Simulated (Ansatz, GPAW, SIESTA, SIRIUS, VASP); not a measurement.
**CdF2: 6 runs at one level of theory**

```xyz
3
Lattice="0.0000 2.6940 2.6940 2.6940 0.0000 2.6940 2.6940 2.6940 0.0000" Properties=species:S:1:pos:R:3 pbc="T T T"
Cd    0.0000    0.0000    0.0000
F     4.0410    4.0410    4.0410
F     1.3470    1.3470    1.3470
```

Alike in all runs: task equation of state; functional PBEsol; k mesh 9 × 9 × 9; occupations fermi-dirac, width 0.05 eV; no spin polarisation; no spin-orbit coupling.

| program and potentials | plane-wave cutoff (eV) | notes | equilibrium volume (Å³/atom) | bulk modulus (GPa) |
| --- | --- | --- | --- | --- |
| Ansatz, Ansatz PAW | 420 | potentials made for PBE, which Ansatz adapts in part | 13.01 | 107.9 |
| SIRIUS, all-electron FP-LAPW, apw+lo standard | - | - | 12.99 | 108.8 |
| Ansatz, all-electron LAPW, scalar-relativistic | - | - | 13.01 | 108.5 |
| SIESTA, files PseudoDojo sr-pbesol-0.4.1-standard, DZP (energy shift 0.003 Ry; two zetas on semicore shells) | - | atomic basis | 13.04 | 114.3 |
| GPAW, PAW data sets generated for this functional | 800 | - | 12.97 | 109.7 |
| VASP, PBE PAW files Cd, F, 520 eV | 520 | potentials made for PBE | 13.14 | 108.3 |

The equilibrium volume spans 12.97 (GPAW, PAW data sets generated for this functional) to 13.14 Å³/atom (VASP, PBE PAW files Cd, F, 520 eV), with all-electron results at 12.99 to 13.01. The bulk modulus spans 107.9 (Ansatz, Ansatz PAW) to 114.3 GPa (SIESTA, files PseudoDojo sr-pbesol-0.4.1-standard, DZP (energy shift 0.003 Ry; two zetas on semicore shells)), with all-electron results at 108.5 to 108.8. Rows in atomic bases carry the error of their basis and grid, which can be large.

Differences between rows come from potentials, basis sets and numerical settings, since the functional is the same but for its coding. Runs on potential files found faulty are left out.
